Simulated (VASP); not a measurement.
Input of a VASP 6.6.1 run:

Contents of POSCAR:

```
ZnGaP
1.0
    4.0159400000      0.0000000000      0.0000000000
   -2.0079700000      3.4779100000      0.0000000000
    0.0000000000      0.0000000000      4.4042000000
Zn Ga P
1 1 1
Direct
    0.0000000000      0.0000000000      0.5000000000
    0.6666700000      0.3333300000      0.0000000000
    0.3333300000      0.6666700000      0.5000000000
```

INCAR.step1

```
  PREC = Accurate
  ENCUT = 520
  EDIFF = 1E-5
  ISMEAR = -1
  SIGMA = 0.05
  LREAL = F
  LASPH = T
  NELM = 100
  ALGO = Normal
  ISIF = 2
  LWAVE = T
  LCHARG = F
  GGA = PE
```

Contents of INCAR.step2:

```
  PREC = Accurate
  ENCUT = 520
  EDIFF = 1E-6
  ISMEAR = -1
  SIGMA = 0.05
  LREAL = F
  LASPH = T
  NELM = 100
  ALGO = Normal
  ISIF = 2
  LWAVE = F
  LCHARG = F
  GGA = PE
  LHFCALC = T
  HFSCREEN = 0.2
  AEXX = 0.05
  PRECFOCK = Fast
  ISTART = 1
```

File KPOINTS:

```
Automatic mesh
0
Gamma
  4 4 3
```

Potentials or basis: VASP PAW PBE potentials, release 64 (Zn, Ga_d, P).

Command:

```console
$ cat potpaw_PBE.64/Zn/POTCAR potpaw_PBE.64/Ga_d/POTCAR potpaw_PBE.64/P/POTCAR > POTCAR
$ cp INCAR.step1 INCAR
$ mpirun -np 1 vasp_std > vasp.out
$ cp INCAR.step2 INCAR
$ mpirun -np 1 vasp_std > vasp.out
```

Problem. What does it give for the band gap on the k mesh?

Solution. 0.16 eV, indirect (least direct gap 1.83 eV).

Problem. Predict the pressure.

Solution. 1.3 GPa.

Stress tensor (GPa, compression positive):
```
1.70 0.00 0.00
0.00 1.70 0.00
0.00 0.00 0.54
```

Caveat: the k mesh is coarse (spacing up to 0.48 Å⁻¹), so the values aren't converged, least of all with exact exchange; the PAW data sets were made with another functional, which shifts forces and pressure a little; an odd mesh through Γ misses points on the zone boundary, where band edges often lie.
